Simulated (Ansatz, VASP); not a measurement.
Two plane-wave programs on Ca2C

```
C Ca
1.0
     0.00000    3.05412    3.13959
     3.05412    0.00000    3.13959
     3.05412    3.05412    0.00000
C Ca
1 2
Direct
  0.00000 0.00000 0.00000
  0.25000 0.25000 0.25000
  0.75000 0.75000 0.75000
```

Change from the starting cell: epitaxial_xy strain -2.4%.

Alike in both runs: task single point; functional r2SCAN; k mesh 8 × 8 × 8; occupations fermi-dirac, width 0.02 eV; no spin polarisation.

```csv
,VASP,Ansatz
version,VASP 6.6.1,Ansatz 0.2.0
potentials or method,"VASP PAW PBE potentials, release 64 (C, Ca_sv)","plane waves, PAW"
plane-wave cutoff (eV),520,500
valence electrons in the cell,24,24
```

VASP gave:

```
pressure (GPa)                                  : 3.2
largest component of the traceless stress (GPa) : 2.73
```

Task: Estimate Ansatz's values.

Result: Pressure (GPa): 2.8; largest component of the traceless stress (GPa): 2.74.

The functional is the same, so the differences come from potentials, cutoffs and numerics.

Caveats: the PAW data sets were made with another functional, which shifts forces and pressure a little (VASP). A k mesh can miss the band edges.
